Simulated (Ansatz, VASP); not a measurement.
**Cross-check of GaAs between VASP and Ansatz**

One calculation is typed for both programs; each brings its own data sets. How far apart do they land? The cell is taken from a series of runs on this material, whose earlier steps may have relaxed, scaled, displaced or heated it; both programs get it as it stands.

Calculated with Ansatz 0.2.0; plane waves, with VASP 6.6.1 beside it; zone-centre phonons at LDA.

## 1. Starting point

Symmetry: F-43m, No. 216, cubic system. Conventional cell: a = 5.603 Å, b = 5.603 Å, c = 5.603 Å, α = 90.00°, β = 90.00°, γ = 90.00°. Nearest to Ga lie 4 As at 2.43 Å. As has 4 Ga at 2.43 Å nearest. Farther neighbours are not listed.

## 2. VASP: zone-centre phonons, LDA

Second derivatives magnify differences that forces hide, and they need a tight electronic threshold.

Lines of VASP's logs that name or quote its potential files are left out, and so is its time.

Input file INCAR:

```
SYSTEM = GaAs
PREC = Accurate
ENCUT = 500
EDIFF = 1E-08
NELM = 120
ISMEAR = 0
SIGMA = 0.01
LREAL = .FALSE.
ALGO = Normal
GGA = PW92
NBANDS = 15
LORBIT = 11
LWAVE = .FALSE.
LCHARG = .FALSE.
ISIF = 2
IBRION = 8
LEPSILON = .TRUE.
LASPH = .TRUE.
GGA_COMPAT = .FALSE.
EFERMI = MIDGAP
KPAR = 2
```

Input file POSCAR:

```
GaAs
1.0
    0.0000000000      2.8016813138      2.8016813138
    2.8016813138      0.0000000000      2.8016813138
    2.8016813138      2.8016813138      0.0000000000
Ga As
1 1
Direct
    0.0000000000      0.0000000000      0.0000000000
    0.2500000000      0.2500000000      0.2500000000
```

Input file KPOINTS:

```
Automatic mesh
0
Gamma
20 20 20
0 0 0
```

Potentials, in the order of the species: Ga_d and As (LDA family, release 64).

On the command line:

```console
> mpirun -np 2 vasp_std
```

Numbers of over 12 decimals in the logs are rounded to 6 here.

What it wrote:

```text
[banner, memory and clock lines left out]
running    2 mpi-ranks, on    1 nodes
 distrk:  each k-point on    1 cores,    2 groups
 distr:  one band on    1 cores,    1 groups

 POSCAR found type information on POSCAR GaAs
 POSCAR found :  2 types and       2 ions
|                                                                             |
|               ----> ADVICE to this user running VASP <----                  |
|                                                                             |
|     You enforced a specific xc type in the INCAR file but a different       |
|     [... a line on the potential file left out ...]
|     I HOPE YOU KNOW WHAT YOU ARE DOING!                                     |
|                                                                             |

 LDA part: xc-table for (Slater(with rela. corr.)+PW92), standard interpolation
 POSCAR, INCAR and KPOINTS ok, starting setup
 FFT: planning ... GRIDC
 FFT: planning ... GRID_SOFT
 FFT: planning ... GRID
 WAVECAR not read
 entering main loop
       N       E                     dE             d eps       ncg     rms          rms(c)
DAV:   1     0.818557158129E+02    0.81856E+02   -0.89141E+03  7814   0.162E+03
DAV:   2    -0.341087612135E+01   -0.85267E+02   -0.81458E+02  8695   0.314E+02
DAV:   3    -0.977014608521E+01   -0.63593E+01   -0.63362E+01  9374   0.690E+01
DAV:   4    -0.987080466511E+01   -0.10066E+00   -0.10064E+00  9247   0.968E+00
DAV:   5    -0.987226869350E+01   -0.14640E-02   -0.14640E-02  9873   0.104E+00    0.307E+00
DAV:   6    -0.968302328163E+01    0.18925E+00   -0.23016E-01 11814   0.882E+00    0.180E+00
DAV:   7    -0.964026338226E+01    0.42760E-01   -0.67630E-02 10973   0.202E+00    0.525E-01
DAV:   8    -0.963709071644E+01    0.31727E-02   -0.90946E-03  9766   0.111E+00    0.110E-01
DAV:   9    -0.963705931456E+01    0.31402E-04   -0.71483E-04  9495   0.338E-01    0.415E-02
DAV:  10    -0.963706391662E+01   -0.46021E-05   -0.41076E-05 12002   0.708E-02    0.217E-02
DAV:  11    -0.963706866371E+01   -0.47471E-05   -0.66189E-06  8891   0.403E-02    0.246E-03
DAV:  12    -0.963706855020E+01    0.11351E-06   -0.47256E-07 11077   0.100E-02    0.194E-03
DAV:  13    -0.963706855076E+01   -0.55616E-09   -0.68777E-08  9571   0.211E-03
   1 F= -.96370686E+01 E0= -.96370686E+01  d E =0.000000E+00
 Linear response reoptimize wavefunctions to high precision
DAV:   1    -0.963706855094E+01   -0.17735E-09   -0.12087E-09  7509   0.293E-04
DAV:   2    -0.963706855094E+01    0.90949E-12   -0.10533E-10  5688   0.107E-04
 Linear response G [H, r] |phi>, progress :
  Direction:   1
       N       E                     dE             d eps       ncg     rms
RMM:   1    -0.421829205979E+02   -0.42183E+02    0.22520E+02  8986   0.230E+02
RMM:   2    -0.525064177776E+02   -0.10323E+02   -0.35695E+01 15857   0.354E+01
RMM:   3    -0.535307608811E+02   -0.10243E+01   -0.25082E+00 15375   0.835E+00
RMM:   4    -0.535448640303E+02   -0.14103E-01   -0.10788E-01 16535   0.253E+00
RMM:   5    -0.535506347029E+02   -0.57707E-02    0.10380E-02 16603   0.618E-01
RMM:   6    -0.535522560865E+02   -0.16214E-02    0.88616E-03 17100   0.195E-01
RMM:   7    -0.535530605781E+02   -0.80449E-03    0.19531E-03 17260   0.657E-02
RMM:   8    -0.535532339225E+02   -0.17334E-03    0.38962E-04 17618   0.263E-02
RMM:   9    -0.535532770294E+02   -0.43107E-04   -0.18554E-05 17393   0.121E-02
RMM:  10    -0.535532953045E+02   -0.18275E-04   -0.19662E-04 16938   0.674E-03
RMM:  11    -0.535532825246E+02    0.12780E-04   -0.67863E-05 14978   0.448E-03
RMM:  12    -0.535532812059E+02    0.13187E-05   -0.54517E-05 13203   0.359E-03
RMM:  13    -0.535532784114E+02    0.27945E-05   -0.26491E-05 10983   0.321E-03
RMM:  14    -0.535532749226E+02    0.34889E-05    0.83636E-06 10012   0.303E-03
RMM:  15    -0.535532785677E+02   -0.36451E-05   -0.28033E-05  9581   0.296E-03
RMM:  16    -0.535532767543E+02    0.18134E-05   -0.99405E-06  9325   0.291E-03
RMM:  17    -0.535532762814E+02    0.47291E-06   -0.51013E-06  9203   0.290E-03
 Linear response G [H, r] |phi>, progress :
  Direction:   2
       N       E                     dE             d eps       ncg     rms
RMM:   1    -0.418080798879E+02   -0.41808E+02    0.19827E+02  9109   0.231E+02
RMM:   2    -0.555610754277E+02   -0.13753E+02   -0.28989E+01 15802   0.344E+01
RMM:   3    -0.571428359002E+02   -0.15818E+01   -0.23917E+00 15393   0.819E+00
RMM:   4    -0.571602581187E+02   -0.17422E-01   -0.78243E-02 16399   0.246E+00
RMM:   5    -0.571684244202E+02   -0.81663E-02    0.10288E-02 16411   0.601E-01
RMM:   6    -0.571700542859E+02   -0.16299E-02    0.91421E-03 16860   0.181E-01
RMM:   7    -0.571708882461E+02   -0.83396E-03    0.18061E-03 17066   0.605E-02
RMM:   8    -0.571710408856E+02   -0.15264E-03    0.43795E-04 17285   0.236E-02
RMM:   9    -0.571710604166E+02   -0.19531E-04    0.25991E-04 17152   0.109E-02
[...]
Linear response to external field (no local field effect), progress :
  Direction:   2
       N       E                     dE             d eps       ncg     rms          rms(c)
RMM:   1    -0.205083085422E+00   -0.20508E+00    0.84052E+00  8241   0.927E+00
RMM:   2    -0.224101094984E+01   -0.20359E+01   -0.24832E-02 14995   0.201E+00
RMM:   3    -0.225510655512E+01   -0.14096E-01   -0.33276E-02 16279   0.588E-01
[...]
RMM:  12    -0.171159134571E+01   -0.10807E-06    0.37860E-07 54525   0.181E-04    0.113E-05
RMM:  13    -0.171159107599E+01    0.26972E-06    0.35949E-07 30011   0.918E-05    0.259E-06
 change of polarisation eV/A/(eV/A) component  1 :     3.248     0.786     0.440
 dielectric tensor                  component  1 :    14.362     3.234     1.809
 Linear response to external field, progress :
  Direction:   2
       N       E                     dE             d eps       ncg     rms          rms(c)
RMM:   1    -0.175490990912E+00   -0.17549E+00    0.61817E+00 37584   0.825E+00
RMM:   2    -0.170246539003E+01   -0.15270E+01   -0.22858E-02 68063   0.183E+00    0.161E+00
RMM:   3    -0.166419423734E+01    0.38271E-01   -0.35357E-02 69707   0.107E+00    0.946E-01
RMM:   4    -0.170402903407E+01   -0.39835E-01   -0.36061E-02 69389   0.116E+00    0.114E-01
RMM:   5    -0.170680519976E+01   -0.27762E-02   -0.26956E-03 69105   0.329E-01    0.333E-02
RMM:   6    -0.171146225259E+01   -0.46571E-02   -0.18251E-04 71848   0.105E-01    0.183E-02
RMM:   7    -0.171132389618E+01    0.13836E-03   -0.13162E-05 69868   0.362E-02    0.247E-03
RMM:   8    -0.171164928873E+01   -0.32539E-03    0.41658E-06 72437   0.113E-02    0.823E-04
RMM:   9    -0.171161136966E+01    0.37919E-04    0.13173E-06 74578   0.378E-03    0.404E-04
RMM:  10    -0.171159901001E+01    0.12360E-04    0.74432E-07 72762   0.119E-03    0.159E-04
RMM:  11    -0.171158846567E+01    0.10544E-04    0.18641E-07 74164   0.484E-04    0.118E-05
RMM:  12    -0.171158860320E+01   -0.13753E-06   -0.74484E-08 54503   0.181E-04    0.113E-05
RMM:  13    -0.171158833445E+01    0.26875E-06   -0.11940E-07 30015   0.919E-05    0.266E-06
 change of polarisation eV/A/(eV/A) component  2 :     0.597     3.248     0.483
 dielectric tensor                  component  2 :     2.455    14.362     1.986
 Linear response to external field, progress :
  Direction:   3
       N       E                     dE             d eps       ncg     rms          rms(c)
RMM:   1    -0.174903965087E+00   -0.17490E+00    0.61875E+00 37582   0.825E+00
RMM:   2    -0.170239956827E+01   -0.15275E+01   -0.22382E-02 68065   0.183E+00    0.161E+00
RMM:   3    -0.166419236834E+01    0.38207E-01   -0.35315E-02 69708   0.107E+00    0.946E-01
RMM:   4    -0.170402199840E+01   -0.39830E-01   -0.36065E-02 69388   0.116E+00    0.114E-01
RMM:   5    -0.170681262132E+01   -0.27906E-02   -0.26986E-03 69111   0.329E-01    0.332E-02
RMM:   6    -0.171146297245E+01   -0.46504E-02   -0.18256E-04 71840   0.105E-01    0.183E-02
RMM:   7    -0.171132379091E+01    0.13918E-03   -0.13288E-05 69873   0.362E-02    0.248E-03
RMM:   8    -0.171164939141E+01   -0.32560E-03    0.42215E-06 72410   0.113E-02    0.824E-04
RMM:   9    -0.171161141421E+01    0.37977E-04    0.13604E-06 74575   0.379E-03    0.405E-04
RMM:  10    -0.171159908426E+01    0.12330E-04    0.78278E-07 72753   0.119E-03    0.159E-04
RMM:  11    -0.171158852227E+01    0.10562E-04    0.19508E-07 74179   0.484E-04    0.119E-05
RMM:  12    -0.171158865396E+01   -0.13170E-06   -0.78471E-08 54571   0.182E-04    0.113E-05
RMM:  13    -0.171158838686E+01    0.26710E-06   -0.12736E-07 30111   0.919E-05    0.266E-06
 change of polarisation eV/A/(eV/A) component  3 :     0.515     0.711     3.248
 dielectric tensor                  component  3 :     2.119     2.926    14.362
 Linear response DOF=           2
 Linear response progress:
  Degree of freedom:   1/  2
       N       E                     dE             d eps       ncg     rms          rms(c)
RMM:   1    -0.167238950877E+00   -0.16724E+00    0.10938E-01 44264   0.856E+00
RMM:   2    -0.165386337656E+00    0.18526E-02   -0.24792E-02 67282   0.138E+00    0.443E-02
RMM:   3    -0.165739655393E+00   -0.35332E-03   -0.36355E-03 70175   0.420E-01    0.279E-02
RMM:   4    -0.165636175329E+00    0.10348E-03   -0.18375E-03 74334   0.183E-01    0.100E-02
RMM:   5    -0.165612566305E+00    0.23609E-04   -0.25550E-05 72725   0.424E-02    0.367E-03
RMM:   6    -0.165614227563E+00   -0.16613E-05    0.35658E-07 72331   0.150E-02    0.571E-04
RMM:   7    -0.165609962068E+00    0.42655E-05    0.38062E-06 71884   0.621E-03    0.303E-04
RMM:   8    -0.165611164457E+00   -0.12024E-05    0.24607E-06 72938   0.263E-03    0.905E-05
RMM:   9    -0.165612002600E+00   -0.83814E-06    0.16903E-06 72192   0.113E-03    0.265E-05
RMM:  10    -0.165612222016E+00   -0.21942E-06    0.56603E-07 74091   0.516E-04    0.144E-05
RMM:  11    -0.165612266684E+00   -0.44668E-07    0.42298E-07 70744   0.239E-04    0.608E-06
RMM:  12    -0.165612256152E+00    0.10532E-07    0.22558E-07 72811   0.125E-04    0.283E-06
RMM:  13    -0.165612291620E+00   -0.35468E-07    0.14608E-07 73314   0.725E-05    0.797E-07
RMM:  14    -0.165612306308E+00   -0.14688E-07    0.72121E-08 73924   0.465E-05    0.297E-07
RMM:  15    -0.165612308186E+00   -0.18777E-08    0.43018E-08 57944   0.343E-05    0.196E-07
 first order change of Fermi-energy  -0.10494E+01
 force on displaced ion       1 direction 1 :  -9.750   0.000   0.000
 Born effective charge ion    1 direction 1 :   2.046   0.000   0.000
 Linear response progress:
  Degree of freedom:   2/  2
       N       E                     dE             d eps       ncg     rms          rms(c)
RMM:   1    -0.452375844769E-01   -0.45238E-01    0.60864E-02 79332   0.154E+00
RMM:   2    -0.444603878889E-01    0.77720E-03   -0.43956E-03 62630   0.414E-01    0.828E-02
RMM:   3    -0.444168749561E-01    0.43513E-04   -0.39679E-04 70475   0.132E-01    0.455E-02
RMM:   4    -0.445767150475E-01   -0.15984E-03   -0.48773E-05 69449   0.573E-02    0.412E-03
RMM:   5    -0.445802511523E-01   -0.35361E-05   -0.34057E-06 72524   0.174E-02    0.236E-03
RMM:   6    -0.445683303563E-01    0.11921E-04   -0.93835E-07 69449   0.532E-03    0.674E-04
RMM:   7    -0.445682571484E-01    0.73208E-07   -0.21163E-07 72043   0.192E-03    0.325E-04
RMM:   8    -0.445668898697E-01    0.13673E-05   -0.69340E-08 70240   0.742E-04    0.402E-05
RMM:   9    -0.445668082265E-01    0.81643E-07   -0.11109E-08 73578   0.261E-04    0.150E-05
RMM:  10    -0.445667358947E-01    0.72332E-07   -0.81477E-09 70128   0.103E-04    0.478E-06
RMM:  11    -0.445667325888E-01    0.33059E-08   -0.92016E-09 70440   0.461E-05    0.137E-06
 first order change of Fermi-energy   0.10496E+01
 force on displaced ion       2 direction 1 :  -9.703   0.000   0.000
 Born effective charge ion    2 direction 1 :  -2.052   0.000   0.000
 Born effective charges drift removed
 Linear response finished
```

OUTCAR, selected parts (step 2):

```text
ion  position               nearest neighbor table
   1  0.000  0.000  0.000-   2 2.43   2 2.43   2 2.43   2 2.43
   2  0.250  0.250  0.250-   1 2.43   1 2.43   1 2.43   1 2.43

  LATTYP: Found a face centered cubic cell.
 ALAT       =     5.6033626276

 Subroutine GETGRP returns: Found 24 space group operations
 (whereof 24 operations were pure point group operations)

The static configuration has the point symmetry T_d .

 Found    256 irreducible k-points:

   k-points           NKPTS =    256   k-points in BZ     NKDIM =    256   number of bands    NBANDS=     15

   dimension x,y,z NGX =    30 NGY =   30 NGZ =   30
   dimension x,y,z NGXF=    60 NGYF=   60 NGZF=   60

   ENCUT  =  500.0 eV  36.75 Ry    6.06 a.u.   7.22  7.22  7.22*2*pi/ulx,y,z

   NELECT =      18.0000    total number of electrons

 k-points in reciprocal lattice and weights: Automatic mesh
   0.00000000  0.00000000  0.00000000       0.000
   0.05000000  0.00000000  0.00000000       0.001
   0.10000000  0.00000000  0.00000000       0.001
   0.15000000  0.00000000  0.00000000       0.001
   0.20000000  0.00000000  0.00000000       0.001
   0.25000000  0.00000000  0.00000000       0.001
   0.30000000  0.00000000  0.00000000       0.001
   0.35000000  0.00000000  0.00000000       0.001
   0.40000000  0.00000000  0.00000000       0.001
[...]
-0.30000000  0.50000000  0.20000000       0.002
  -0.25000000  0.50000000  0.25000000       0.001

 average (electrostatic) potential at core
       1 -67.3092       2 -53.5608

  Total        0.0752936      0.0752936      0.0752936     -0.0000000      0.0000000     -0.0000000
  in kB        2.7427266      2.7427266      2.7427266     -0.0000000      0.0000000     -0.0000000
  external PRESSURE =       2.7427266 kB  Pullay stress =       0.0000000 kB

  energy-cutoff  :      500.00
  volume of cell :       43.98
      direct lattice vectors                 reciprocal lattice vectors
     0.000000000  2.801681314  2.801681314    -0.178464266  0.178464266  0.178464266
     2.801681314  0.000000000  2.801681314     0.178464266 -0.178464266  0.178464266
     2.801681314  2.801681314  0.000000000     0.178464266  0.178464266 -0.178464266

 POSITION                                       TOTAL-FORCE (eV/Angst)
 -----------------------------------------------------------------------------------
      0.00000      0.00000      0.00000         0.000000     -0.000000     -0.000000
      1.40084      1.40084      1.40084         0.000000      0.000000      0.000000
 -----------------------------------------------------------------------------------
    total drift:                               -0.000001     -0.000001     -0.000000

 MACROSCOPIC STATIC DIELECTRIC TENSOR (including local field effects in DFT)
 ------------------------------------------------------
          14.362075    -0.000000     0.000000
           0.000000    14.362075     0.000000
          -0.000000    -0.000000    14.362075
 ------------------------------------------------------

 PIEZOELECTRIC TENSOR (including local field effects)  for field in x, y, z        (C/m^2)
          XX          YY          ZZ          XY          YZ          ZX
  --------------------------------------------------------------------------------
  x    -0.00000     0.00000     0.00000     0.00000    -0.78459     0.00000
  y    -0.00000     0.00000    -0.00000     0.00000     0.00000    -0.78459
  z     0.00000     0.00000    -0.00000    -0.78459     0.00000     0.00000

 BORN EFFECTIVE CHARGES (including local field effects) (in |e|, cummulative output)
 ---------------------------------------------------------------------------------
 ion    1
    1     2.04528     0.00000     0.00000
    2     0.00000     2.04528     0.00000
    3     0.00000     0.00000     2.04528
 ion    2
    1    -2.04528     0.00000     0.00000
    2     0.00000    -2.04528     0.00000
    3     0.00000     0.00000    -2.04528

 Eigenvectors and eigenvalues of the dynamical matrix
 ----------------------------------------------------

   1 f  =    8.113556 THz    50.978973 2PiTHz  270.639082 cm-1    33.554955 meV
             X         Y         Z           dx          dy          dz
      0.000000  0.000000  0.000000     0.720530   -0.000000    0.000000
      1.400841  1.400841  1.400841    -0.693424    0.000000    0.000000

   2 f  =    8.113556 THz    50.978973 2PiTHz  270.639082 cm-1    33.554955 meV
             X         Y         Z           dx          dy          dz
      0.000000  0.000000  0.000000    -0.000000   -0.720530   -0.000000
      1.400841  1.400841  1.400841     0.000000    0.693424    0.000000

   3 f  =    8.113556 THz    50.978973 2PiTHz  270.639082 cm-1    33.554955 meV
             X         Y         Z           dx          dy          dz
      0.000000  0.000000  0.000000     0.000000   -0.000000    0.720530
      1.400841  1.400841  1.400841     0.000000    0.000000   -0.693424

   4 f/i=    0.009672 THz     0.060772 2PiTHz    0.322628 cm-1     0.040001 meV
             X         Y         Z           dx          dy          dz
      0.000000  0.000000  0.000000    -0.648086   -0.246142    0.015341
      1.400841  1.400841  1.400841    -0.673419   -0.255764    0.015941

   5 f/i=    0.009672 THz     0.060772 2PiTHz    0.322628 cm-1     0.040001 meV
             X         Y         Z           dx          dy          dz
      0.000000  0.000000  0.000000     0.240128   -0.619974    0.196998
      1.400841  1.400841  1.400841     0.249515   -0.644208    0.204699

   6 f/i=    0.009672 THz     0.060772 2PiTHz    0.322628 cm-1     0.040001 meV
             X         Y         Z           dx          dy          dz
      0.000000  0.000000  0.000000     0.056212   -0.189431   -0.664675
      1.400841  1.400841  1.400841     0.058409   -0.196835   -0.690657

 MACROSCOPIC STATIC DIELECTRIC TENSOR IONIC CONTRIBUTION
 ------------------------------------------------------
           1.769363     0.000000     0.000000
           0.000000     1.769363     0.000000
           0.000000     0.000000     1.769363
 ------------------------------------------------------

 ELASTIC MODULI CONTR FROM IONIC RELAXATION (kBar)
 Direction    XX          YY          ZZ          XY          YZ          ZX
 --------------------------------------------------------------------------------
 XX          -0.0000      0.0000      0.0000     -0.0000      0.0000      0.0000
 YY           0.0000     -0.0000      0.0000     -0.0000     -0.0000      0.0000
 ZZ           0.0000      0.0000     -0.0000      0.0000     -0.0000      0.0000
 XY          -0.0000     -0.0000      0.0000   -205.7548      0.0000      0.0000
 YZ           0.0000     -0.0000     -0.0000      0.0000   -205.7548      0.0000
 ZX           0.0000      0.0000      0.0000      0.0000      0.0000   -205.7548
 --------------------------------------------------------------------------------

 PIEZOELECTRIC TENSOR IONIC CONTR  for field in x, y, z        (C/m^2)
          XX          YY          ZZ          XY          YZ          ZX
  --------------------------------------------------------------------------------
  x    -0.00000     0.00000     0.00000     0.00000     0.56775     0.00000
  y    -0.00000    -0.00000    -0.00000     0.00000     0.00000     0.56775
  z     0.00000     0.00000    -0.00000     0.56775     0.00000     0.00000
```

With a direct gap this small, the dielectric response converges slowly with the mesh, so tensor and charges are uncertain; a mesh that holds the point of the least gap tends to give too large a tensor.

(Part 1 of 2 ends here.)

[Lines on the potential files, build, host, timing and source positions are cut from VASP's logs without a mark.]

[Logs are printed without paths, hosts, clocks, repeated set-up lines and the standing remarks that a program may print on its own settings, such as how far it seeks lower states.]

[Hosts, paths, dates, database ids (printed as entryN), source tags and the programs' standing remarks are cut or masked in the printed files.]
